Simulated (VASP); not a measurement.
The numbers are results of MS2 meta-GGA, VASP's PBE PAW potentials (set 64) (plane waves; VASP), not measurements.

A VASP calculation is set up with these files.

POSCAR:
```
BAs
1.0
  0.0000000000   2.3900000000   2.3900000000
  2.3900000000   0.0000000000   2.3900000000
  2.3900000000   2.3900000000   0.0000000000
B As
1 1
Cartesian
  0.0000000000   0.0000000000   0.0000000000
  1.1950000000   1.1950000000   1.1950000000
```

KPOINTS:
```
Regular mesh
0
Gamma
 9 9 9
0 0 0
```

INCAR:
```
NSW=60   ! most ionic steps
METAGGA=MS2
LMAXMIX=4
ENCUT=520
NELM=100   ! most electronic steps
EDIFF=1E-6
LWAVE=.False.
EDIFFG=-0.01
SYSTEM=BAs
IBRION=2   ! conjugate gradients
ISMEAR=0
LREAL=.False.   ! projection in real space or not
ALGO=Normal   ! blocked Davidson
LASPH=.True.   ! aspherical one-centre terms
PREC=Accurate
LMIXTAU=.True.
LCHARG=.False.
ISIF=3   ! ions, shape and volume
SIGMA=0.05   ! width (eV)
```

POTCAR, in this order: B As (PBE.64 set). Program: vasp_std.

Output of the run:

OSZICAR:
```
       N       E                     dE             d eps       ncg     rms          rms(c)
DAV:   1     0.164330008992E+01    0.16433E+01   -0.37572E+03   568   0.850E+02
DAV:   2    -0.215323122983E+02   -0.23176E+02   -0.22521E+02   824   0.100E+02
DAV:   3    -0.218597776947E+02   -0.32747E+00   -0.32747E+00   664   0.167E+01
DAV:   4    -0.218600581974E+02   -0.28050E-03   -0.28050E-03   808   0.507E-01
DAV:   5    -0.218600582588E+02   -0.61388E-07   -0.61607E-07   640   0.529E-03    0.570E+00
DAV:   6    -0.140442611936E+02    0.78158E+01   -0.39342E+00   592   0.143E+01    0.251E+00
DAV:   7    -0.140344748108E+02    0.97864E-02   -0.33404E-01   640   0.622E+00    0.125E+00
DAV:   8    -0.142020714266E+02   -0.16760E+00   -0.46611E-01   704   0.605E+00    0.538E-01
DAV:   9    -0.141982315043E+02    0.38399E-02   -0.19037E-02   648   0.142E+00    0.338E-01
DAV:  10    -0.142056564855E+02   -0.74250E-02   -0.95900E-02   560   0.390E+00    0.173E-01
DAV:  11    -0.142087510916E+02   -0.30946E-02   -0.22373E-02   560   0.228E+00    0.122E-01
DAV:  12    -0.142087161779E+02    0.34914E-04   -0.32305E-03   560   0.734E-01    0.657E-02
DAV:  13    -0.142087965901E+02   -0.80412E-04   -0.14257E-03   592   0.555E-01    0.139E-02
DAV:  14    -0.142087403959E+02    0.56194E-04   -0.13411E-04   640   0.142E-01    0.601E-03
DAV:  15    -0.142087735031E+02   -0.33107E-04   -0.95702E-06   592   0.437E-02    0.282E-03
DAV:  16    -0.142087647829E+02    0.87202E-05   -0.41564E-06   600   0.305E-02    0.145E-03
DAV:  17    -0.142087716745E+02   -0.68915E-05   -0.12523E-06   560   0.170E-02    0.354E-04
DAV:  18    -0.142087701753E+02    0.14992E-05   -0.10560E-07   280   0.510E-03    0.297E-04
DAV:  19    -0.142087712692E+02   -0.10940E-05   -0.21448E-08   280   0.186E-03    0.129E-04
DAV:  20    -0.142087704281E+02    0.84110E-06   -0.88594E-09   280   0.124E-03
   1 F= -.14208770E+02 E0= -.14208770E+02  d E =-.142088E+02
       N       E                     dE             d eps       ncg     rms          rms(c)
DAV:   1    -0.142088533007E+02   -0.82032E-04   -0.50298E-03   624   0.564E-01    0.716E-02
DAV:   2    -0.142088275095E+02    0.25791E-04   -0.36489E-04   568   0.220E-01    0.369E-02
DAV:   3    -0.142087882974E+02    0.39212E-04   -0.89428E-05   648   0.907E-02    0.130E-02
DAV:   4    -0.142088016915E+02   -0.13394E-04   -0.12048E-05   568   0.467E-02    0.925E-03
DAV:   5    -0.142087751413E+02    0.26550E-04   -0.24828E-05   560   0.734E-02    0.316E-03
DAV:   6    -0.142087944889E+02   -0.19348E-04   -0.10984E-05   560   0.497E-02    0.217E-03
DAV:   7    -0.142087963234E+02   -0.18345E-05   -0.85388E-07   312   0.113E-02    0.730E-04
DAV:   8    -0.142087968719E+02   -0.54853E-06   -0.63073E-08   280   0.338E-03
   2 F= -.14208797E+02 E0= -.14208797E+02  d E =-.264438E-04
       N       E                     dE             d eps       ncg     rms          rms(c)
DAV:   1    -0.142088511666E+02   -0.54843E-04   -0.93530E-04   624   0.243E-01    0.309E-02
DAV:   2    -0.142088442396E+02    0.69270E-05   -0.69203E-05   568   0.958E-02    0.159E-02
DAV:   3    -0.142088411499E+02    0.30897E-05   -0.16797E-05   648   0.399E-02    0.553E-03
DAV:   4    -0.142088352187E+02    0.59312E-05   -0.23595E-06   568   0.209E-02    0.397E-03
DAV:   5    -0.142088418657E+02   -0.66470E-05   -0.44902E-06   560   0.312E-02    0.135E-03
DAV:   6    -0.142088384496E+02    0.34161E-05   -0.19649E-06   560   0.211E-02    0.931E-04
DAV:   7    -0.142088377150E+02    0.73468E-06   -0.16123E-07   280   0.492E-03
   3 F= -.14208838E+02 E0= -.14208838E+02  d E =-.672868E-04
```

### OUTCAR
```
------------------------ aborting loop because EDIFF is reached ----------------------------------------
  FORCE on cell =-STRESS in cart. coord.  units (eV):
  Direction    XX          YY          ZZ          XY          YZ          ZX
  --------------------------------------------------------------------------------------
  Total        0.0019664      0.0019664      0.0019664     -0.0000000      0.0000000      0.0000000
  in kB        0.1156547      0.1156547      0.1156547     -0.0000000      0.0000000      0.0000000
  external PRESSURE =       0.1156547 kB  Pullay stress =       0.0000000 kB
  volume of cell :       27.24
      direct lattice vectors                 reciprocal lattice vectors
     0.000000000  2.388138791  2.388138791    -0.209368066  0.209368066  0.209368066
     2.388138791 -0.000000000  2.388138791     0.209368066 -0.209368066  0.209368066
     2.388138791  2.388138791  0.000000000     0.209368066  0.209368066 -0.209368066
  FREE ENERGIE OF THE ION-ELECTRON SYSTEM (eV)
  ---------------------------------------------------
  free  energy   TOTEN  =       -14.2088377150 eV

  energy  without entropy=      -14.2088377149  energy(sigma->0) =      -14.20883771

 reached required accuracy - stopping structural energy minimisation
```
(Selected blocks of OUTCAR.)

CONTCAR:
```
BAs
   1.00000000000000
     0.0000000000000000    2.3881387910471856    2.3881387910471856
     2.3881387910471856   -0.0000000000000000    2.3881387910471856
     2.3881387910471856    2.3881387910471856    0.0000000000000000
  B               As
     1     1
Direct
     0.0000000000000000    0.0000000000000000    0.0000000000000000
     0.2500000000000000    0.2500000000000000    0.2500000000000000
```

The compound is BAs in the zinc blende structure. This run relaxes it. Symmetry was kept, so distortions that lower it aren't found.
